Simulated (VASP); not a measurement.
These are PBE GGA, VASP's PBE PAW potentials (set 64) (plane waves; VASP) values and carry that method's errors.

A VASP calculation is set up with these files.

**INCAR**
```
ALGO  =  Fast
EDIFF  =  1E-5
EDIFFG  =  -0.03
ENCUT  =  400
GGA  =  PE
IBRION  =  2
ISIF  =  2
ISMEAR  =  1
ISYM  =  0
LASPH  =  T
LCHARG  =  F
LMAXMIX  =  4
LREAL  =  Auto
LWAVE  =  F
NELM  =  100
NELMIN  =  4
NSW  =  60
PREC  =  Normal
SIGMA  =  0.1
SYSTEM  =  Al31Ti
```

### POSCAR
```
Al31Ti
1.0
  8.0715331279   0.0000000000   0.0000000000
  0.0000000000   8.0715331279   0.0000000000
  0.0000000000   0.0000000000   8.0715331279
Al Ti
31 1
Cartesian
  4.0357665640   0.0000000000   0.0000000000
  6.0536498459   2.0178832820   0.0000000000
  6.0536498459   0.0000000000   2.0178832820
  0.0000000000   0.0000000000   0.0000000000
  2.0178832820   2.0178832820   0.0000000000
  4.0357665640   4.0357665640   0.0000000000
  6.0536498459   6.0536498459   0.0000000000
  2.0178832820   0.0000000000   2.0178832820
  4.0660025270   2.0647385318   2.0012397807
  6.0515028181   4.0037710066   2.0579988016
  4.0357665640   0.0000000000   4.0357665640
  6.0631742550   1.9720531169   4.0681172687
  6.0536498459   0.0000000000   6.0536498459
  0.0000000000   4.0357665640   0.0000000000
  2.0178832820   6.0536498459   0.0000000000
  0.0000000000   2.0178832820   2.0178832820
  2.0381993309   3.9897991828   2.0357940140
  4.0276950308   6.0937976517   2.0622444280
  0.0000000000   0.0000000000   4.0357665640
  2.0265843947   2.0010783500   4.0333047463
  6.0898264574   6.0373130629   4.0547750245
  2.0178832820   0.0000000000   6.0536498459
  4.0454846898   2.0617278499   6.1000369468
  6.0875583566   4.0781743990   6.0620361688
  0.0000000000   6.0536498459   2.0178832820
  0.0000000000   4.0357665640   4.0357665640
  2.0164142629   6.0360700468   3.9996383817
  0.0000000000   2.0178832820   6.0536498459
  2.0005940580   3.9964743407   6.0257546274
  4.0521759908   6.0230748784   6.0159638578
  0.0000000000   6.0536498459   6.0536498459
  4.0301003477   4.0586897180   4.0486810170
```

**KPOINTS**
```
Automatic mesh
0
Gamma
3 3 3
0 0 0
```

POTCAR, in this order: Al Ti (PBE.64 set). Program: vasp_std.

Problem. What will the output report for the number of irreducible k-points (NKPTS), largest plane-wave count, FFT grid (NGX, NGY, NGZ)?

Solution. 
```
Property                                      Result
--------------------------------------  ------------
number of irreducible k-points (NKPTS)            14
largest plane-wave count                        9627
FFT grid (NGX, NGY, NGZ)                40 × 40 × 40
```

The cell is a supercell with a defect, built from Al (fcc): Ti_Al. The run is not spin-polarised, so no state with unpaired spins was tried.
